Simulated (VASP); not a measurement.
Shape and ions are relaxed at each volume.

Here is the system:

```
CELL_PARAMETERS angstrom
      2.08467    -3.61076     0.00000
      2.08467     3.61076     0.00000
      0.00000     0.00000     6.77039
ATOMIC_POSITIONS crystal
  Cd 0.66667 0.33333 0.49999
  Cd 0.33333 0.66667 0.99999
  S  0.66667 0.33333 0.87701
  S  0.33333 0.66667 0.37701
```

Computed with MS2 meta-GGA, VASP's PBE PAW potentials (set 64) (plane waves; VASP). Numerical set-up: 520 eV cut-off, 6×6×4 Γ-centred mesh, Gaussian smearing of 0.050 eV, potentials Cd S.

Question: Give the energy at these volumes per atom, relative to the lowest: 23.94, 24.70, 25.47, 26.23, 26.99 Å³.

Answer: 19.4, 4.7, 0.0, 3.9, 15.0 meV/atom. A third-order Birch-Murnaghan fit gives B0 = 59.5 GPa and B0′ = 4.4.

Measured: bulk modulus 60.7 GPa (computed value off by -2.0 %), as given by Cormac Toher et al., Physical Review Materials (2017), arXiv:1611.05714. The calculation is for a static lattice, while the measured bulk modulus holds thermal and zero-point effects, which are part of the difference.

The compound is CdS in the wurtzite structure. It was relaxed first.
